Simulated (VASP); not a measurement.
A VASP calculation is set up with these files.

**POSCAR**
```
Pd
1
   -0.0000000000     1.9557442252     1.9557442252
    1.9557442252     0.0000000000     1.9557442252
    1.9557442252     1.9557442252    -0.0000000000
Pd
1
Direct
  0.0000000000   0.0000000000   0.0000000000
```

INCAR:
```
SYSTEM = Pd
PREC = Accurate; ENCUT = 400; LREAL = .False.
LASPH = .True.
EDIFF = 1E-8; NELM = 100; ALGO = Normal
LMAXMIX = 4; LMIXTAU = .True.
ISMEAR = 1; SIGMA = 0.1
METAGGA = R2SCAN
IBRION = 1; NSW = 30; ISIF = 2
EDIFFG = -0.001
LWAVE = .False.; LCHARG = .False.
```

### KPOINTS
```
kpoints
0
gamma
 14 14 14
0 0 0
```

POTCAR, in this order: Pd (PBE.64 set). Program: vasp_std.

Question: Translate this r2SCAN calculation to Ansatz.

Answer: One equivalent input (not run):
Ansatz 0.2 input:
```yaml
crystal:
  lattice:
    - [0.0000000, 1.9557442, 1.9557442]
    - [1.9557442, 0.0000000, 1.9557442]
    - [1.9557442, 1.9557442, 0.0000000]
  atoms:
    - { symbol: Pd, position: [0.0000000, 0.0000000, 0.0000000] }
kpoints:
  mp_grid: { grid: [14, 14, 14] }
hamiltonian:
  xc: r2scan
  pseudopotentials: { kind: paw }
scf:
  occupations: { method: methfessel_paxton, width: 0.1 }
  max_iter: 100
relax:
  max_steps: 30
  f_tol: 0.001
output: { forces: true, stress: true, eigenvalues: true }
```
The two are equivalent in intent, not identical: each code has its own PAW files, so the cut-off isn't converted (ENCUT is set for VASP's; basis.ecutwfc is left out, and Ansatz then takes the one that its files recommend); Ansatz stops its SCF on the density residual and VASP on the energy change (EDIFF).

The compound is Pd in the fcc structure. It was relaxed first. The start is the result of an earlier pass.
